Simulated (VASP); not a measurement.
Input:

```yaml
crystal:
  lattice:
    - [0.00000, 3.10848, 3.10848]
    - [3.10848, 0.00000, 3.10848]
    - [3.10848, 3.10848, 0.00000]
  atoms:
    - { symbol: Mg, position: [0.25000, 0.25000, 0.25000] }
    - { symbol: Mg, position: [0.75000, 0.75000, 0.75000] }
    - { symbol: Ge, position: [0.00000, 0.00000, 0.00000] }
```

These are PBE GGA with D4 dispersion, VASP's PBE PAW potentials (set 64) (plane waves; VASP 6.6.1) values and carry that method's errors. Run with 520 eV cut-off, 6×6×6 Γ-centred mesh, Gaussian smearing of 0.050 eV, potentials Mg Ge_d.

Predict the energy per atom (σ→0), pressure, band gap (on the k-mesh) with the smallest direct gap where there is one.

| Property | Result |
|---|---|
| band gap (on the k-mesh) | 0.06 eV |
| smallest direct gap (on the k-mesh) | 1.50 eV |
| energy per atom (σ→0) | -2.974 eV/atom |
| pressure | 42.4 kbar |

Total energies compare only between runs with the same potentials, cut-off and functional.

The compound is Mg2Ge in the antifluorite structure. This cell is one point of a volume scan, at 0.94 of the reference volume.
